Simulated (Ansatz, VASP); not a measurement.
# One calculation of Li16Si, two programs

```
CELL_PARAMETERS angstrom
6.98000 0.00000 0.00000
3.49000 4.93560 0.00000
0.00000 0.00000 19.40341
ATOMIC_POSITIONS crystal
Li 0.75000 0.50000 0.05154
Li 0.25000 0.50000 0.05154
Li 0.75000 0.00000 0.05154
Li 0.25000 0.00000 0.05154
Li 0.00139 0.94923 0.17475
Li 0.57698 0.90412 0.16944
Li 0.08293 0.37474 0.17221
Li 0.49896 0.47072 0.16827
Li 0.77043 0.48169 0.28477
Li 0.18435 0.56452 0.29971
Li 0.66543 0.10378 0.29735
Li 0.29498 0.95514 0.29655
Li 0.97496 0.03540 0.41067
Li 0.38325 0.18265 0.42119
Li 0.81794 0.62227 0.41284
Li 0.46242 0.59953 0.51369
Si 0.49015 0.53663 0.38873
```

Alike in both runs: functional PBE; k mesh 3 × 3 × 1; occupations gaussian, width 0.05 eV; no spin polarisation.

Ansatz relaxed the structure, and its values are those at the end. VASP's run is a single point on that final structure, the one shown.

```csv
,VASP,Ansatz
version,VASP 6.6.1,Ansatz 0.2.0
potentials or method,"VASP PAW PBE potentials, release 64 (Li_sv, Si)","scalar-relativistic, plane waves, PAW"
plane-wave cutoff (eV),520,420
valence electrons in the cell,52,52
```

```tsv
	VASP	Ansatz	Ansatz less VASP
rms of the force components (eV/Å)	0.019	0.019	0.0000
```

Ansatz warned: «xc_potential_rough_in_thin_density».

Caveats: the k mesh is coarse (spacing up to 0.42 Å⁻¹), so the values aren't converged.
